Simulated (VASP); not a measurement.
Input of a VASP 6.6.1 run:

File INCAR:

```
PREC = Accurate
ENCUT = 520
EDIFF = 1E-7
ISMEAR = 0
SIGMA = 0.03
LREAL = F
LASPH = T
NELM = 80
ALGO = Normal
ISIF = 2
LWAVE = F
LCHARG = F
GGA = PE
```

The input KPOINTS:

```
Automatic mesh
0
Gamma
  10 10 10
```

Contents of POSCAR:

```
InSb                                    
1.0
    0.0000000000      3.2603245817      3.2603245817
    3.2603245817      0.0000000000      3.2603245817
    3.2603245817      3.2603245817      0.0000000000
  In              Sb            
     1     1
Direct
     0.0000000000000000    0.0000000000000000    0.0000000000000000
     0.2500000000000000    0.2500000000000000    0.2500000000000000
```

The input KPOINTS_OPT:

```
explicit points
202
Reciprocal
 0.0000000000  0.0000000000  0.0000000000 1
 0.0555555556  0.0000000000  0.0555555556 1
 0.1111111111  0.0000000000  0.1111111111 1
 0.1666666667  0.0000000000  0.1666666667 1
 0.2222222222  0.0000000000  0.2222222222 1
 0.2777777778  0.0000000000  0.2777777778 1
[... 194 lines left out ...]
 0.5127584400  0.0255168800  0.5127584400 1
 0.4872415600 -0.0255168800  0.4872415600 1
```

Potentials or basis: VASP PAW PBE potentials, release 64 (In_d, Sb).

Command:

```sh
$ cat potpaw_PBE.64/In_d/POTCAR potpaw_PBE.64/Sb/POTCAR > POTCAR
$ mpirun -np 1 vasp_std > vasp.out
```

Question: Predict the pressure.

Answer: 2.2 GPa.

Question: Predict the band gap along the path.

Answer: None (metal or under the smearing width).

Levels at the corners of the path, in eV from the Fermi level:
```tsv
point	band 7	band 8	band 9	band 10	band 11	band 12
Γ	-0.31	-0.01	-0.01	-0.01	2.95	2.95
X	-5.84	-2.21	-2.21	1.33	1.37	8.03
X	-5.84	-2.21	-2.21	1.33	1.37	8.03
W	-5.74	-2.79	-2.66	3.43	3.98	4.19
W	-5.74	-2.79	-2.66	3.43	3.98	4.19
K	-5.71	-3.04	-1.87	1.62	3.66	6.19
K	-5.71	-3.04	-1.87	1.62	3.66	6.19
Γ	-0.31	-0.01	-0.01	-0.01	2.95	2.95
Γ	-0.31	-0.01	-0.01	-0.01	2.95	2.95
L	-5.54	-0.99	-0.99	0.50	3.80	3.80
L	-5.54	-0.99	-0.99	0.50	3.80	3.80
U	-5.71	-3.04	-1.87	1.62	3.66	6.19
U	-5.71	-3.04	-1.87	1.62	3.66	6.19
W	-5.74	-2.79	-2.66	3.43	3.98	4.19
W	-5.74	-2.79	-2.66	3.43	3.98	4.19
L	-5.54	-0.99	-0.99	0.50	3.80	3.80
L	-5.54	-0.99	-0.99	0.50	3.80	3.80
K	-5.71	-3.04	-1.87	1.62	3.66	6.19
U	-5.71	-3.04	-1.87	1.62	3.66	6.19
X	-5.84	-2.21	-2.21	1.33	1.37	8.03
```

Caveat: spin-orbit coupling is left out, which moves the levels of the heavy elements; this crystal is a semiconductor, whose small gap the functional closes, so the metal is an error of the method.

**What was measured.**

“Electronic Structure and Epitaxy of CdTe Shells on InSb Nanowires”, 2021, arxiv:2111.05126 quotes, for a bulk crystal of InSb: band gap 0.24 eV.

A measured gap of InSb is 0.24 eV (quoted in “Electronic Structure and Epitaxy of CdTe Shells on InSb Nanowires”, 2021, arxiv:2111.05126); the calculated 0.00 eV misses it by -0.24 eV. Spin-orbit coupling on In, Sb is left out. The value is that of PBE, without temperature or zero-point motion. Semilocal functionals fall short of measured gaps as a rule.
